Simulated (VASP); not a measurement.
Consider the following.

```yaml
crystal:
  lattice:
    - [0.00000, 3.26732, 3.26732]
    - [3.26732, 0.00000, 3.26732]
    - [3.26732, 3.26732, 0.00000]
  atoms:
    - { symbol: Sr, position: [0.00000, 0.00000, 0.00000] }
    - { symbol: Te, position: [0.50000, 0.50000, 0.50000] }
```

The numbers are results of LDA (Ceperley-Alder, Perdew-Zunger), VASP's LDA PAW potentials (set 64) (plane waves; VASP 6.6.1), not measurements. Run with 400 eV cut-off, 6×6×6 Γ-centred mesh, Gaussian smearing of 0.050 eV, potentials Sr_sv Te.

Unless said otherwise, spin-orbit coupling is left out, though it shifts the bands of the heavy elements here.

Problem. What does the run give for the energy per atom (σ→0), band gap (on the k-mesh) with the smallest direct gap where there is one?

Solution. 
The band gap (on the k-mesh) is 1.41 eV, the smallest direct gap (on the k-mesh) is 2.20 eV and the energy per atom (σ→0) is -4628 meV/atom.

The absolute energy has meaning only against runs of the same code, potentials and settings.

The compound is SrTe in the rock salt structure. It was relaxed first, which changed the volume by -6 %. The start is the result of an earlier pass.
